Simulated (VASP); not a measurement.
Data:

```
CELL_PARAMETERS angstrom
      1.42246     0.82125     3.92515
     -1.42246     0.82125     3.92515
      0.00000    -1.64251     3.92515
ATOMIC_POSITIONS crystal
  Al 0.00000 0.00000 0.00000
  Ru 0.50000 0.50000 0.50000
```

Computed with PBEsol GGA, VASP's PBE PAW potentials (set 64) (plane waves; VASP). Settings: 400 eV cut-off, Gaussian smearing of 0.050 eV, potentials Al Ru_pv.

Q: Predict the band gap (along the path) with the smallest direct gap where there is one.

A: 
| Quantity | Result |
|---|---|
| band gap (along the path) | none (metal, semimetal or under 0.01 eV) |

Only differences to runs with the same potentials and settings are physical.

The structure was generated: AlRu was put into the CuPt type (R-3m), which need not be its known phase. It was relaxed first, which changed the volume by +7 %. The electron count is odd and the run is not spin-polarised, which forces a metal.
